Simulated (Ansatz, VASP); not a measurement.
# Cross-check of PmTe between VASP and Ansatz, part 2 of 3

Wanted: the spread between two codes on one cell, functional and k mesh. The cell is invented: As first built, before any earlier steps moved the atoms: it takes the PmS structure with some of its atoms replaced by other elements, volume scaled by an estimate. It may not be a known or stable phase. The cell comes out of the VASP series on this material, whose earlier steps may have relaxed, scaled or displaced it; both programs get it as it stands.

VASP 6.6.1 and Ansatz 0.2.0.

So far: Starting point; VASP: band structure, PBE.

In doubt: a part-filled 4f shell, where there is one, can sit in one of many states, so energies may not be the lowest and differences between runs may mislead; derivatives with an open 4f shell can jump between states, which bears on forces and vibrations.

### 3. Ansatz: band structure, PBE

Level of this step: Ansatz beside VASP: Kohn-Sham DFT, plane waves, PBE (Ansatz).

Ansatz runs on its default PAW (the set named soft_2) files.

The same cell, functional, mesh and smearing now go to Ansatz, which takes its cutoff from its data sets.

input.yaml reads:

```yaml
crystal:
  lattice:
    - [0.0, 3.227521743, 3.227521743]
    - [3.227521743, 0.0, 3.227521743]
    - [3.227521743, 3.227521743, 0.0]
  atoms:
    - { symbol: Pm, position: [0.0, 0.0, 0.0], spin: 4.0 }
    - { symbol: Te, position: [0.5, 0.5, 0.5] }
hamiltonian:
  xc: pbe
  pseudopotentials: { kind: paw }
magnetization:
  spin_polarized: true
kpoints:
  mp_grid: { grid: [4, 4, 4] }
  band_path:
    path:
      - [0.0, 0.0, 0.0]
      - [0.16667, 0.0, 0.16667]
      - [0.33333, 0.0, 0.33333]
      - [0.5, 0.0, 0.5]
      - [0.5, 0.08333, 0.58333]
      - [0.5, 0.18333, 0.68333]
      - [0.5, 0.25, 0.75]
      - [0.45, 0.3, 0.75]
      - [0.40833, 0.34167, 0.75]
      - [0.35, 0.35, 0.7]
      - [0.225, 0.225, 0.45]
      - [0.075, 0.075, 0.15]
      - [0.03333, 0.03333, 0.03333]
      - [0.23333, 0.23333, 0.23333]
      - [0.4, 0.4, 0.4]
      - [0.51667, 0.46667, 0.51667]
      - [0.55833, 0.38333, 0.55833]
      - [0.60833, 0.28333, 0.60833]
      - [0.60833, 0.25, 0.64167]
      - [0.55833, 0.25, 0.69167]
      - [0.51667, 0.25, 0.73333]
      - [0.5, 0.3, 0.7]
      - [0.5, 0.38333, 0.61667]
      - [0.5, 0.48333, 0.51667]
      - [0.475, 0.475, 0.55]
      - [0.425, 0.425, 0.65]
      - [0.38333, 0.38333, 0.73333]
      - [0.59167, 0.18333, 0.59167]
      - [0.55, 0.1, 0.55]
      - [0.5, 0.0, 0.5]
    npoints: 1
scf:
  occupations: { method: gaussian, width: 0.02 }
  n_extra_bands: 11
output:
  forces: true
  stress: true
  eigenvalues: true
  write_density: true
  write_potential: true
  elf: true
  volumetric_format: npy
```

On the command line:

```bash
ansatz run input.yaml --threads 2 --pin off --max-ram 4608MiB --backend cpu --events-out ev --progress --plain --runs-dir out
```

Numbers of over 12 decimals in the logs are rounded to 6 here.

What it wrote:

```text
Warning: Pm: the frozen core of the record relaxes in the run; the density that this induces, of no net charge, counts in the energy, the forces and the stress and is in none of the fields that output.write_density writes, but for the moments of the core's response to a field; where the core is relaxed in the converged state, core_induced_density.tsv beside their files holds, by atom and radius, the spherical part of it alone, to first order, the core's and, with some records, what their partial waves miss of the valence's (output.write_density, Limitations, says what it leaves out); compare the fields only with those of runs on the same records
Warning: where this run starts from atoms, the 4f shell of Pm (site 0, from 0) starts with a moment of 4.20 μB, by Hund's first rule and in the place of the 4.00 μB that the deck gives it, the electrons of either spin spread evenly over its orbitals. The first iterations hold it so, then one of them chooses the order of the orbitals in the run's own bands; that SCF has its whole band count from the start. To start from spheres of the given moment, with no order chosen, type scf.initial_density.shell_occupations: []
scf.n_extra_bands = 11 over 16 filled bands (N_el = 31.0): the run solves 27 bands
Engine: ansatz 0.2.0, aarch64-unknown-linux-gnu
Pseudopotentials: kind: paw
Pseudopotential: Pm, paw, valence charge 15, recommended cutoff 590 eV (normal), Pm.paw.azcp
Pseudopotential: Te, paw, valence charge 16, recommended cutoff 420 eV (normal), Te.paw.azcp
Functional definition: PBE
  parameter kappa = 0.804
  parameter beta = 0.066725
  exchange = pbe_x(kappa = kappa, mu = beta*pi^2/3)
  correlation = pbe_c(beta = beta)
Crystal: 2 atoms, lattice volume = 67.242 Å³
Basis set: ecut = 590 eV, 2133 PW (Γ), exchange–correlation on 90×90×90 points (8 copies of the dense FFT grid, shifted against one another)
Bands: 27, of which v1, the nominal top of the filled ones, is band 16 counted from 1 (15 counted from 0)
Symmetry: 48 space group operations
Space group: Fm-3m (ITA 225), of the structure as read, at distance tolerance 4.1e-5 Å
Magnetic group: BNS 225.116 (UNI 1618), of the structure as read, at distance tolerance 4.1e-5 Å
k-points: 8 of 64
Non-local potential: Pm, projectors of the file, l = 0: 3, l = 1: 3, l = 2: 3, l = 3: 4
Non-local potential: Te, projectors of the file, l = 0: 2, l = 1: 2, l = 2: 2, l = 3: 2
PAW form: soft (Blöchl's): semilocal exchange-correlation on the pseudo side does not see the compensation charge
PAW one-centre angular grid: Pm, 590 points (default); XC on 64 Gauss nodes
PAW one-centre angular grid: Te, 590 points (default); XC on 64 Gauss nodes
Initial density: superposition of atomic densities (chi_scale 0.1, normalization cell)
Initial wavefunctions: pseudopotential atomic-orbital guess
Functional: x = pbe(κ = 0.804, μ = 0.219515), c = pbe(β = 0.066725)
SCF iter   1: F=—  HF=-14757.939627 eV  |F-HF|=—  |Δ(HF+E_count)|=         —  Δρ=2.30e-2 (↑2.30e-2 ↓9.89e-3)  dr2=2.65e-1  dr2_m=1.13e-1  M=4.719 μB ∫|m|=4.748 μB  β_m=0.30  ethr=3.10e-3  ⟨swp⟩=6.0  Hψ=1927  notcnv=0  defer=1
preconditioner: auto → Kerker (q_TF=auto, 2.398 Å⁻¹)  [metal: Δε(μ)=0.015 eV  Ē_g=11.186 eV  σ=0.020 eV  W_gap=0.37  n_scr=14 (ndim 8)  ℏωp=19.7 eV  f_vac=0.000  D(μ)=23.69/eV (n_scr^D=560)]
spin=Collinear: Kerker preconditioning applied to the charge; magnetization (m = ρ↑ − ρ↓) channel mixes plain (no charge-response kernel on spin).
SCF iter   2: F=—  HF=-14757.704748 eV  |F-HF|=—  |Δ(HF+E_count)|=   2.35e-1  Δρ=1.85e-2 (↑1.85e-2 ↓7.53e-3)  dr2=2.01e-1  dr2_m=6.79e-2  M=4.719 μB ∫|m|=4.768 μB  β_m=0.51  ethr=8.56e-4  ⟨swp⟩=2.0  Hψ=656  notcnv=0  defer=38
SCF iter   3: F=—  HF=-14756.976266 eV  |F-HF|=—  |Δ(HF+E_count)|=   7.28e-1  Δρ=5.47e-3 (↑5.47e-3 ↓2.39e-3)  dr2=5.28e-2  dr2_m=3.56e-3  M=4.830 μB ∫|m|=4.934 μB  β_m=0.82  ethr=6.50e-4  ⟨swp⟩=2.5  Hψ=853  notcnv=0  defer=53
SCF iter   4: F=—  HF=-14756.769558 eV  |F-HF|=—  |Δ(HF+E_count)|=   2.07e-1  Δρ=1.48e-3 (↑1.48e-3 ↓1.34e-3)  dr2=9.89e-3  dr2_m=7.27e-5  M=4.906 μB ∫|m|=5.041 μB  β_m=0.81  ethr=1.70e-4  ⟨swp⟩=3.0  Hψ=929  notcnv=0  defer=53
SCF iter   5: F=—  HF=-14756.762996 eV  |F-HF|=—  |Δ(HF+E_count)|=         —  Δρ=9.63e-2 (↑9.63e-2 ↓8.32e-4)  dr2=2.28e-1  dr2_m=1.43e0  M=4.906 μB ∫|m|=5.040 μB  β_m=0.81  ethr=3.19e-5  ⟨swp⟩=2.8  Hψ=863  notcnv=0  defer=53
Mixer restart at iter 5: flushing history
SCF iter   6: F=—  HF=-14757.003679 eV  |F-HF|=—  |Δ(HF+E_count)|=         —  Δρ=2.56e-2 (↑2.56e-2 ↓1.33e-3)  dr2=1.08e-1  dr2_m=9.63e-2  M=4.797 μB ∫|m|=4.918 μB  β_m=0.81  ethr=3.19e-5  ⟨swp⟩=3.1  Hψ=942  notcnv=0  defer=53
Mixer restart at iter 6: flushing history
SCF iter   7: F=—  HF=-14757.003162 eV  |F-HF|=—  |Δ(HF+E_count)|=         —  Δρ=1.18e-2 (↑1.18e-2 ↓1.14e-3)  dr2=1.88e-2  dr2_m=2.20e-2  M=4.854 μB ∫|m|=4.963 μB  β_m=0.81  ethr=3.19e-5  ⟨swp⟩=3.0  Hψ=906  notcnv=0  defer=53
Mixer restart at iter 7: flushing history
[...]
SCF 1 converged in 16 iterations: F = -14757.017232 eV  dr2 = 1.41e-8
  greatest PAW one-centre occupation: 0.998 electrons in one spin orbital (limit 2), on the Te atom at site 1 (counted from 0), in its partial waves of l = 2
Symmetry: 12 space group operations
k-points: 13 of 64
[...]
spin=Collinear: Kerker preconditioning applied to the charge; magnetization (m = ρ↑ − ρ↓) channel mixes plain (no charge-response kernel on spin).
[...]
iteration 6: the lowest order of the open f orbitals that was found in this iteration's bands is taken; the next order that was found lies 26 meV over it there
[...]
Mixer restart at iter 16: flushing history
SCF iter  17: F=—  HF=-14757.048769 eV  |F-HF|=—  |Δ(HF+E_count)|=   6.74e-1  Δρ=6.83e-3 (↑6.83e-3 ↓1.55e-3)  dr2=4.66e-3  dr2_m=4.90e-3  M=4.906 μB ∫|m|=5.021 μB  β_m=1.00  ethr=1.61e-4  ⟨swp⟩=3.2  Hψ=1431  notcnv=0  defer=85
SCF iter  18: F=—  HF=-14757.051235 eV  |F-HF|=—  |Δ(HF+E_count)|=   2.47e-3  Δρ=1.68e-3 (↑1.68e-3 ↓2.74e-4)  dr2=3.71e-4  dr2_m=3.98e-4  M=4.906 μB ∫|m|=5.022 μB  β_m=1.00  ethr=1.50e-5  ⟨swp⟩=2.0  Hψ=1316  notcnv=0  defer=90
SCF iter  19: F=—  HF=-14757.051419 eV  |F-HF|=—  |Δ(HF+E_count)|=         —  Δρ=7.93e-4 (↑7.93e-4 ↓1.10e-4)  dr2=9.74e-5  dr2_m=9.48e-5  M=4.906 μB ∫|m|=5.023 μB  ethr=1.20e-6  ⟨swp⟩=2.7  Hψ=1040  notcnv=0  defer=90
Mixer restart at iter 19: flushing history
SCF iter  20: F=—  HF=-14757.098088 eV  |F-HF|=—  |Δ(HF+E_count)|=         —  Δρ=1.98e-5 (↑1.98e-5 ↓2.72e-6)  dr2=1.33e-7  dr2_m=6.11e-8  M=4.832 μB ∫|m|=4.937 μB  β_m=1.00  ethr=8.58e-10  ⟨swp⟩=3.7  Hψ=2308  notcnv=0  defer=77
SCF iter  21: F=—  HF=-14757.098089 eV  |F-HF|=—  |Δ(HF+E_count)|=   1.03e-7  Δρ=1.27e-5 (↑1.27e-5 ↓1.80e-6)  dr2=1.81e-8  dr2_m=2.50e-8  M=4.832 μB ∫|m|=4.937 μB  β_m=1.00  ethr=4.30e-10  ⟨swp⟩=2.0  Hψ=1196  notcnv=0  defer=77
SCF iter  22: F=—  HF=-14757.098089 eV  |F-HF|=—  |Δ(HF+E_count)|=   1.66e-8  Δρ=7.17e-6 (↑7.17e-6 ↓1.05e-6)  dr2=7.29e-9  dr2_m=7.81e-9  M=4.832 μB ∫|m|=4.937 μB  β_m=1.00  ethr=5.84e-11  ⟨swp⟩=2.3  Hψ=1023  notcnv=0  defer=77
SCF iter  23: F=—  HF=-14757.098089 eV  |F-HF|=—  |Δ(HF+E_count)|=   1.13e-8  Δρ=3.01e-6 (↑3.01e-6 ↓5.26e-7)  dr2=1.68e-9  dr2_m=1.39e-9  M=4.832 μB ∫|m|=4.936 μB  β_m=0.94  ethr=2.35e-11  ⟨swp⟩=2.0  Hψ=1112  notcnv=0  defer=77
SCF iter  24: F=-14757.098089 eV  HF=-14757.098089 eV  |F-HF|=7.18e-9  |Δ(HF+E_count)|=   1.37e-9  Δρ=7.97e-6 (↑7.97e-6 ↓7.19e-7)  dr2=1.17e-8  dr2_m=9.98e-9  M=4.832 μB ∫|m|=4.936 μB  ethr=5.42e-12  ⟨swp⟩=10.4  Hψ=4264  notcnv=0
SCF 2 converged in 24 iterations: F = -14757.098089 eV  dr2 = 1.17e-8
NSCF: frozen V_eff on 30 k-points
SCF converged after 24 iterations
Magnetization: 4.8321 μB (17.9160 up, 13.0840 down)
Absolute magnetization: 4.9371 μB (∫|ρ↑−ρ↓|, with the PAW one-centre terms)
Spin contamination: 0.0113 ħ² per cell (⟨S²⟩ above its minimum at these occupations)
Per-site moments (μB) at R_I (Å): [(4.631951, 1.331353), (-0.049658, 1.331353)]
Free energy (F): -14757.098089 eV
Harris-Foulkes:  -14757.098089 eV  (|F-HF|=7.18e-9)
Internal energy: -14757.095958 eV  (E = F + TS)
E sigma→0 (E₀):  -14757.097024 eV
Entropy (-TS):   -0.002130 eV (-1.065 meV/atom)
Fermi energy:    10.993411 eV
--- Per-component energies (eV) ---
  E_band       = -266.412805
  E_kinetic    = 523.913786
  E_local      = -2699.944854  (includes V_loc(G=0)·N_el)
  E_nonlocal   = 208.969946
  E_hartree    = 1300.361691
  E_xc         = -681.190389
  E_vxc        = -299.919462  (∫ρ·V_xc dr)
  E_paw        = -10365.985517  (= ΣΔE_a, less E_core_relax)
  E_vpaw       = -600.159562  (= ΣTr[D̂ρ^β], less what the cores' own moments, if any, meet on the grid)
  E_core_relax = -0.029689  (the energy of the cores' relaxation)
  E_aug_tail   = -0.000349  (compensation charges beyond the density's cutoff)
  E_ewald      = -3043.190583
  E_smearing   = -0.002130  (= −TS)
  E_closure    = 0.000000  (closes the sum)
  Σ components = -14757.098089   (vs F -14757.098089, Δ=0.00e0)
--- Forces (eV/Å), atoms counted from 1 ---
  atom   1  Pm    -0.00000000    -0.00000000    -0.00000000
  atom   2  Te     0.00000000     0.00000000     0.00000000
  max |Σ_I F_I| component: 2.81e-29 eV/Å
--- Stress (GPa, compression-positive) ---
        0.286082      -0.037649       0.037649
       -0.037649       0.286082      -0.037649
        0.037649      -0.037649       0.286082
  P = ⅓ Tr σ = 0.2861 GPa (2.861 kbar)
--- Band table (eV; the first three rows and the last of 26) ---
  k-point 0 ↑: bands = [... 12 lower, 8.8772, 10.3120, 10.4184, 10.4184, 10.5629, 11.1769, 11.4216, 11.4216, ... 7 higher]
  k-point 1 ↑: bands = [... 12 lower, 8.0961, 10.2408, 10.2540, 10.3210, 10.3326, 10.9236, 11.0850, 11.0851, ... 7 higher]
  k-point 2 ↑: bands = [... 12 lower, 7.5569, 10.1973, 10.2211, 10.2743, 10.3106, 10.9262, 11.0493, 11.0802, ... 7 higher]
  k-point 12 ↓: bands = [... 12 lower, 7.6459, 12.5201, 12.5724, 13.3358, 13.3411, 13.5274, 13.7379, 13.8360, ... 7 higher]
```

The job ended after 13 s (2 threads of Arm Neoverse V2, shared host; peak memory 0.55 GiB).

### 4. Comparison

Known differences besides the PAW data sets themselves: the data sets hold 31 valence electrons in Ansatz (default PAW (the set named soft_2) files) and 21 in VASP; the cutoff is 590 eV in Ansatz and 450 eV in VASP; VASP leaves aspherical gradient terms in its spheres out (LASPH is not set), Ansatz keeps them; site moments are counted in spheres of each program's own size. Total energies have different zeros and are not compared.

The two programs side by side:

| quantity | Ansatz | VASP | difference |
| --- | --- | --- | --- |
| pressure (GPa) | 0.29 | -0.08 | +0.37 |
| total moment (μB) | 4.83 | 4.91 | -0.07 |
| moment on Pm1 (μB) | 4.63 | 4.56 | +0.07 |
| moment on Te2 (μB) | -0.05 | -0.06 | +0.01 |

### 5. Ansatz: band structure, PBEsol

Levels along a path test the potential and the projectors away from the mesh points.

The cell comes out of the VASP series on this material, whose earlier steps may have relaxed, scaled or displaced it; both programs get it as it stands.

Edit input.yaml of step 3 so:

```diff
@@ -9,3 +9,3 @@
 hamiltonian:
-  xc: pbe
+  xc: pbesol
   pseudopotentials: { kind: paw }
@@ -55,5 +55 @@
   eigenvalues: true
-  write_density: true
-  write_potential: true
-  elf: true
-  volumetric_format: npy
```

What it wrote:

```text
[...]
Crystal: 2 atoms, lattice volume = 67.242 Å³
Basis set: ecut = 590 eV, 2133 PW (Γ), exchange–correlation on 90×90×90 points (8 copies of the dense FFT grid, shifted against one another)
Bands: 27, of which v1, the nominal top of the filled ones, is band 16 counted from 1 (15 counted from 0)
Symmetry: 48 space group operations
[...]
k-point 1 ↑: bands = [... 12 lower, 7.9492, 10.2681, 10.2914, 10.3627, 10.3825, 10.7324, 10.8853, 10.8878, ... 7 higher]
  k-point 2 ↑: bands = [... 12 lower, 7.4060, 10.2361, 10.2586, 10.3244, 10.3625, 10.7273, 10.8514, 10.8796, ... 7 higher]
  k-point 12 ↓: bands = [... 12 lower, 7.5121, 12.3863, 12.4311, 13.2874, 13.2915, 13.4693, 13.6072, 13.7512, ... 7 higher]
[key lines of the parts left out:]
SCF converged after 21 iterations
Magnetization: 4.9030 μB (17.9515 up, 13.0485 down)
Free energy (F): -14580.829740 eV
Fermi energy:    10.800080 eV
P = ⅓ Tr σ = -2.0552 GPa (-20.552 kbar)
```

It took 13 s on 2 threads; peak memory 0.54 GiB.

### 6. VASP: band structure, PBEsol

The same cell, functional, mesh and smearing now go to VASP, with its own data sets and cutoff.

INCAR reads:

```
SYSTEM = PmTe
PREC = Accurate
ENCUT = 450
EDIFF = 1E-06
NELM = 100
ISMEAR = 0
SIGMA = 0.02
LREAL = .FALSE.
ALGO = Normal
GGA = PS
ISPIN = 2
MAGMOM = 4 0
LMAXMIX = 6
LORBIT = 11
LWAVE = .FALSE.
LCHARG = .FALSE.
KPAR = 4
```

POSCAR reads:

```
PmTe
1.0
    0.0000000000      3.2275217430      3.2275217430
    3.2275217430      0.0000000000      3.2275217430
    3.2275217430      3.2275217430      0.0000000000
Pm Te
1 1
Direct
    0.0000000000      0.0000000000      0.0000000000
    0.5000000000      0.5000000000      0.5000000000
```

KPOINTS reads:

```
Automatic mesh
0
Gamma
4 4 4
0 0 0
```

KPOINTS_OPT reads:

```
Line mode
16
Line-mode
Reciprocal
  0.00000000   0.00000000   0.00000000 GAMMA
  0.50000000   0.00000000   0.50000000 X

  0.50000000   0.00000000   0.50000000 X
  0.50000000   0.25000000   0.75000000 W

  0.50000000   0.25000000   0.75000000 W
  0.37500000   0.37500000   0.75000000 K

  0.37500000   0.37500000   0.75000000 K
  0.00000000   0.00000000   0.00000000 GAMMA

  0.00000000   0.00000000   0.00000000 GAMMA
  0.50000000   0.50000000   0.50000000 L

  0.50000000   0.50000000   0.50000000 L
  0.62500000   0.25000000   0.62500000 U

  0.62500000   0.25000000   0.62500000 U
  0.50000000   0.25000000   0.75000000 W

  0.50000000   0.25000000   0.75000000 W
  0.50000000   0.50000000   0.50000000 L

  0.50000000   0.50000000   0.50000000 L
  0.37500000   0.37500000   0.75000000 K

  0.62500000   0.25000000   0.62500000 U
  0.50000000   0.00000000   0.50000000 X
```

PAW data sets: Pm and Te (PBE family, release 64).

On the command line:

```bash
mpirun -np 4 vasp_std
```

What it wrote:

```text
[banner, memory and clock lines left out]
running    4 mpi-ranks, on    1 nodes
[...]
|                                                                             |
|               ----> ADVICE to this user running VASP <----                  |
|                                                                             |
|     You enforced a specific xc type in the INCAR file but a different       |
|     [... a line on the potential file left out ...]
|     I HOPE YOU KNOW WHAT YOU ARE DOING!                                     |
|                                                                             |

 LDA part: xc-table for (Slater+PW92), standard interpolation
 POSCAR, INCAR and KPOINTS ok, starting setup
[...]
entering main loop
       N       E                     dE             d eps       ncg     rms          rms(c)
DAV:   1     0.162705484677E+03    0.16271E+03   -0.76464E+03   512   0.149E+03
DAV:   2     0.698495028637E+01   -0.15572E+03   -0.14905E+03   648   0.252E+02
[...]
DAV:  17    -0.147020861640E+02    0.37725E-04   -0.10831E-04   824   0.126E-01    0.235E-02
DAV:  18    -0.147020869381E+02   -0.77415E-06   -0.62155E-06   616   0.222E-02
   1 F= -.14702087E+02 E0= -.14700267E+02  d E =-.364029E-02  mag=     4.9057
 Start KPOINTS_OPT (optional k-point list driver)
k-point batch [1-8\160]
       N       E                     dE             ncg
DAV:   1     0.686003125002E+03   -0.61608E+02      512
DAV:   2    -0.568038281566E+03   -0.12540E+04      648
DAV:   3    -0.718989734229E+03   -0.15095E+03      832
DAV:   4    -0.726344631017E+03   -0.73549E+01      808
[...]
DAV:   8    -0.726824502449E+03   -0.79872E-04      816
DAV:   9    -0.726824505400E+03   -0.29502E-05      664
DAV:  10    -0.726824505528E+03   -0.12854E-06      512
[...]
k-point batch [153-160\160]
       N       E                     dE             ncg
DAV:   1     0.521589588427E+03   -0.43559E+04      512
DAV:   2    -0.617920293165E+03   -0.11395E+04      728
DAV:   3    -0.751151841731E+03   -0.13323E+03      688
DAV:   4    -0.758281518279E+03   -0.71297E+01      872
[...]
DAV:  10    -0.758546589908E+03   -0.57784E-04      400
DAV:  11    -0.758546599665E+03   -0.97579E-05      368
DAV:  12    -0.758546600556E+03   -0.89095E-06      408
```

OUTCAR, selected parts (step 6):

```text
  Total       -1.0058144     -1.0058144     -1.0058144      0.0000000      0.0000000      0.0000000
  in kB      -23.9657431    -23.9657431    -23.9657431      0.0000000      0.0000000      0.0000000
  external PRESSURE =     -23.9657431 kB  Pullay stress =       0.0000000 kB

  FREE ENERGIE OF THE ION-ELECTRON SYSTEM (eV)
  ---------------------------------------------------
  free  energy   TOTEN  =       -14.7020869381 eV

  energy  without entropy=      -14.6984466465  energy(sigma->0) =      -14.70026679

 magnetization (x)
# of ion       s       p       d       f       tot
--------------------------------------------------
    1       -0.015   0.002   0.085   4.483   4.555
    2       -0.007  -0.065   0.012   0.000  -0.060
--------------------------------------------------
tot         -0.022  -0.063   0.097   4.483   4.495

[... 3 parts as in an earlier step ...]

[... 1 further part left out ...]
[key lines of the parts left out:]
E-fermi :   6.3943
```

At this level the cell is under a tension of 2.4 GPa, so at these settings it is away from equilibrium.

### 7. Differences

What differs besides the data sets and the points named for the pairs above, as far as they apply: Ansatz makes its cores anew for this functional, VASP keeps those of its PBE data sets. Total energies have different zeros and are not compared.

Compared:

| quantity | Ansatz | VASP | difference |
| --- | --- | --- | --- |
| pressure (GPa) | -2.06 | -2.40 | +0.34 |
| total moment (μB) | 4.90 | 4.91 | 0.00 |
| moment on Pm1 (μB) | 4.66 | 4.55 | +0.11 |
| moment on Te2 (μB) | -0.05 | -0.06 | +0.01 |

[end of part 2 of 3]

[Lines on the potential files, build, host, timing and source positions are cut from VASP's logs without a mark.]

[Logs are printed without paths, hosts, clocks, repeated set-up lines and the standing remarks that a program may print on its own settings, such as how far it seeks lower states.]

[Hosts, paths, dates, database ids (printed as entryN), source tags and the programs' standing remarks are cut or masked in the printed files.]
